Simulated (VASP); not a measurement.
Output of a VASP run:

**OSZICAR**
```
...
RMM:   3    -0.259307859747E+03   -0.31492E-04   -0.37708E-04   346   0.345E-02    0.146E-02
RMM:   4    -0.259307858909E+03    0.83785E-06   -0.43363E-05   244   0.130E-02
   8 F= -.25930786E+03 E0= -.25930786E+03  d E =-.898338E-01
       N       E                     dE             d eps       ncg     rms          rms(c)
DAV:   1    -0.259320361858E+03   -0.12502E-01   -0.14967E+00   328   0.242E+00    0.393E-01
RMM:   2    -0.259327737870E+03   -0.73760E-02   -0.85573E-02   324   0.545E-01    0.115E-01
RMM:   3    -0.259329113767E+03   -0.13759E-02   -0.13805E-02   340   0.223E-01    0.790E-02
RMM:   4    -0.259329176422E+03   -0.62656E-04   -0.18467E-03   329   0.858E-02    0.373E-02
RMM:   5    -0.259329211588E+03   -0.35166E-04   -0.47394E-04   338   0.414E-02    0.141E-02
RMM:   6    -0.259329218975E+03   -0.73863E-05   -0.10622E-04   292   0.185E-02    0.555E-03
RMM:   7    -0.259329220646E+03   -0.16711E-05   -0.16619E-05   209   0.800E-03
   9 F= -.25932922E+03 E0= -.25932922E+03  d E =-.213617E-01
       N       E                     dE             d eps       ncg     rms          rms(c)
DAV:   1    -0.259329821251E+03   -0.60228E-03   -0.15711E-01   352   0.784E-01    0.127E-01
RMM:   2    -0.259330603204E+03   -0.78195E-03   -0.90319E-03   324   0.177E-01    0.372E-02
RMM:   3    -0.259330752121E+03   -0.14892E-03   -0.14784E-03   341   0.727E-02    0.257E-02
RMM:   4    -0.259330759489E+03   -0.73677E-05   -0.19973E-04   330   0.280E-02    0.121E-02
RMM:   5    -0.259330762912E+03   -0.34232E-05   -0.46072E-05   243   0.132E-02
  10 F= -.25933076E+03 E0= -.25933076E+03  d E =-.229040E-01
       N       E                     dE             d eps       ncg     rms          rms(c)
DAV:   1    -0.259335212996E+03   -0.44535E-02   -0.36121E-01   328   0.115E+00    0.195E-01
RMM:   2    -0.259337052777E+03   -0.18398E-02   -0.22605E-02   324   0.281E-01    0.693E-02
RMM:   3    -0.259337401101E+03   -0.34832E-03   -0.38769E-03   349   0.115E-01    0.459E-02
RMM:   4    -0.259337398542E+03    0.25590E-05   -0.48667E-04   327   0.436E-02    0.193E-02
RMM:   5    -0.259337405793E+03   -0.72509E-05   -0.12398E-04   328   0.211E-02    0.784E-03
RMM:   6    -0.259337407199E+03   -0.14053E-05   -0.25744E-05   216   0.953E-03
  11 F= -.25933741E+03 E0= -.25933741E+03  d E =-.664429E-02
       N       E                     dE             d eps       ncg     rms          rms(c)
DAV:   1    -0.259337758402E+03   -0.35261E-03   -0.51448E-02   368   0.435E-01    0.741E-02
RMM:   2    -0.259338028031E+03   -0.26963E-03   -0.32797E-03   324   0.107E-01    0.261E-02
RMM:   3    -0.259338078003E+03   -0.49972E-04   -0.55810E-04   346   0.440E-02    0.173E-02
RMM:   4    -0.259338077807E+03    0.19642E-06   -0.72300E-05   287   0.168E-02
  12 F= -.25933808E+03 E0= -.25933808E+03  d E =-.731489E-02
       N       E                     dE             d eps       ncg     rms          rms(c)
DAV:   1    -0.259339662141E+03   -0.15841E-02   -0.10583E-01   328   0.627E-01    0.104E-01
RMM:   2    -0.259340139315E+03   -0.47717E-03   -0.57952E-03   324   0.143E-01    0.351E-02
RMM:   3    -0.259340233599E+03   -0.94284E-04   -0.96019E-04   339   0.585E-02    0.236E-02
RMM:   4    -0.259340238896E+03   -0.52975E-05   -0.12755E-04   325   0.224E-02    0.992E-03
RMM:   5    -0.259340241790E+03   -0.28933E-05   -0.32790E-05   230   0.108E-02
  13 F= -.25934024E+03 E0= -.25934024E+03  d E =-.216398E-02
```

### OUTCAR
```
------------------------ aborting loop because EDIFF is reached ----------------------------------------
  FORCE on cell =-STRESS in cart. coord.  units (eV):
  Direction    XX          YY          ZZ          XY          YZ          ZX
  --------------------------------------------------------------------------------------
  Total        9.1233820      9.1216786      9.1020826     -0.0119784      0.0350064     -0.0475083
  in kB        9.5556237      9.5538395      9.5333151     -0.0125459      0.0366650     -0.0497591
  external PRESSURE =       9.5475927 kB  Pullay stress =       0.0000000 kB
  volume of cell :     1529.70
      direct lattice vectors                 reciprocal lattice vectors
    11.522210422  0.000000000  0.000000000     0.086788903  0.000000000  0.000000000
     0.000000000 11.522210422  0.000000000     0.000000000  0.086788903  0.000000000
     0.000000000  0.000000000 11.522210422     0.000000000  0.000000000  0.086788903
  FREE ENERGIE OF THE ION-ELECTRON SYSTEM (eV)
  ---------------------------------------------------
  free  energy   TOTEN  =      -259.3402417896 eV

  energy  without entropy=     -259.3402417896  energy(sigma->0) =     -259.34024179

 reached required accuracy - stopping structural energy minimisation
```
(Selected blocks of OUTCAR.)

### POSCAR
```
Ga31As32C
1
   11.5222104216     0.0000000000     0.0000000000
    0.0000000000    11.5222104216    -0.0000000000
   -0.0000000000    -0.0000000000    11.5222104216
Ga As C
31 32 1
Direct
  0.5000000000   0.0000000000   0.0000000000
  0.7500000000   0.2500000000   0.0000000000
  0.7500000000   0.0000000000   0.2500000000
  0.0000000000   0.0000000000   0.0000000000
  0.2500000000   0.2500000000   0.0000000000
  0.5000000000   0.5000000000   0.0000000000
  0.7500000000   0.7500000000   0.0000000000
  0.2500000000   0.0000000000   0.2500000000
  0.5000000000   0.2500000000   0.2500000000
  0.7500000000   0.5000000000   0.2500000000
  0.5000000000   0.0000000000   0.5000000000
  0.7500000000   0.2500000000   0.5000000000
  0.7500000000   0.0000000000   0.7500000000
  0.0000000000   0.5000000000   0.0000000000
  0.2500000000   0.7500000000   0.0000000000
  0.0000000000   0.2500000000   0.2500000000
  0.2500000000   0.5000000000   0.2500000000
  0.5000000000   0.7500000000   0.2500000000
  0.0000000000   0.0000000000   0.5000000000
  0.2500000000   0.2500000000   0.5000000000
  0.7500000000   0.7500000000   0.5000000000
  0.2500000000   0.0000000000   0.7500000000
  0.5000000000   0.2500000000   0.7500000000
  0.7500000000   0.5000000000   0.7500000000
  0.0000000000   0.7500000000   0.2500000000
  0.0000000000   0.5000000000   0.5000000000
  0.2500000000   0.7500000000   0.5000000000
  0.0000000000   0.2500000000   0.7500000000
  0.2500000000   0.5000000000   0.7500000000
  0.5000000000   0.7500000000   0.7500000000
  0.0000000000   0.7500000000   0.7500000000
  0.6250000000   0.1250000000   0.1250000000
  0.8750000000   0.3750000000   0.1250000000
  0.8750000000   0.1250000000   0.3750000000
  0.1250000000   0.1250000000   0.1250000000
  0.3750000000   0.3750000000   0.1250000000
  0.6250000000   0.6250000000   0.1250000000
  0.8750000000   0.8750000000   0.1250000000
  0.3750000000   0.1250000000   0.3750000000
  0.6207370000   0.3718100000   0.3762860000
  0.8750000000   0.6250000000   0.3750000000
  0.6250000000   0.1250000000   0.6250000000
  0.8750000000   0.3750000000   0.6250000000
  0.8750000000   0.1250000000   0.8750000000
  0.1250000000   0.6250000000   0.1250000000
  0.3750000000   0.8750000000   0.1250000000
  0.1250000000   0.3750000000   0.3750000000
  0.3708880000   0.6223310000   0.3729020000
  0.6250000000   0.8750000000   0.3750000000
  0.1250000000   0.1250000000   0.6250000000
  0.3781380000   0.3706690000   0.6216780000
  0.6275280000   0.6223620000   0.6244890000
  0.8750000000   0.8750000000   0.6250000000
  0.3750000000   0.1250000000   0.8750000000
  0.6250000000   0.3750000000   0.8750000000
  0.8750000000   0.6250000000   0.8750000000
  0.1250000000   0.8750000000   0.3750000000
  0.1250000000   0.6250000000   0.6250000000
  0.3750000000   0.8750000000   0.6250000000
  0.1250000000   0.3750000000   0.8750000000
  0.3750000000   0.6250000000   0.8750000000
  0.6250000000   0.8750000000   0.8750000000
  0.1250000000   0.8750000000   0.8750000000
  0.4981490000   0.5003530000   0.4965860000
```

Problem. Reconstruct the remaining input files.

Solution. Several could match; the one computed here: the input of the run itself, PBE GGA, plane waves, VASP's PBE PAW potentials (set 64).

File KPOINTS:
```
Automatic mesh
0
Gamma
1 1 1
0 0 0
```

**INCAR**
```
LCHARG = .FALSE.
ENCUT = 400
ISMEAR = 0
LWAVE = .TRUE.
LMAXMIX = 4   ! l cut-off of mixed one-centre charges
SYSTEM = Ga31As32C
NELMIN = 4
PREC = Normal
ISIF = 2   ! forces and stress, cell fixed
NELM = 100
IBRION = 2   ! conjugate gradients
ISYM = 0
LASPH = .TRUE.   ! aspherical one-centre terms
EDIFF = 1E-5
LREAL = Auto   ! projection in real space or not
NSW = 60
EDIFFG = -0.03
NELECT = 258.0
ALGO = Fast
GGA = PE   ! PBE
SIGMA = 0.05   ! width (eV)
```

POTCAR, in this order: Ga As C (PBE.64 set). Program: vasp_gam.

At this cut-off the stress carries a Pulay error, which pulls relaxed volumes low. The cell is charged, with a uniform compensating background. The supercell is sampled at Γ alone, which is coarse: total energies, pressure and levels can be off, energies of defects by several tenths of an eV.

The cell is a supercell with a defect, built from GaAs (zinc blende): C_Ga, charge -1. The run is not spin-polarised, so no state with unpaired spins was tried.
